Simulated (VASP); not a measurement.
Elastic constants (GPa) of a crystal from PBEsol GGA, VASP's PBE PAW potentials (set 64) (VASP 6.6.1):

```tsv
	xx	yy	zz	yz	xz	xy
xx	346.4	127.3	92.3	0.0	0.0	0.0
yy	127.3	346.4	92.3	0.0	0.0	0.0
zz	92.3	92.3	385.6	0.0	0.0	0.0
yz	0.0	0.0	0.0	92.5	0.0	0.0
xz	0.0	0.0	0.0	0.0	92.5	0.0
xy	0.0	0.0	0.0	0.0	0.0	109.6
```

**Question.** Work out the Voigt, Reuss and Hill moduli, Young's modulus and Poisson's ratio.

**Answer.** All eigenvalues are positive (smallest 92.5 GPa), so the crystal is stable. K_V = (C11+C22+C33+2(C12+C13+C23))/9 = (1078.4 + 2×311.9)/9 = 189.1 GPa; G_V = (1078.4 − 311.9 + 3×294.6)/15 = 110.0 GPa. From the compliances, K_R = 189.1 GPa and G_R = 107.0 GPa. Hill: K = 189.1 GPa, G = 108.5 GPa, E = 9KG/(3K+G) = 273.3 GPa, ν = (3K−2G)/(2(3K+G)) = 0.259. K/G = 1.74, below Pugh's 1.75; universal anisotropy A^U = 0.14.

**Question.** With a density of 6.12 g/cm³, what are the mean sound speeds?

**Answer.** v_l = √((K+4G/3)/ρ) = 7.38 km/s and v_t = √(G/ρ) = 4.21 km/s. The crystal is GaN (space group P6_3mc), hexagonal.

The structure comes from a measured GaN entry (P6_3mc) of the Crystallography Open Database, whose conditions weren't checked. It was relaxed first.
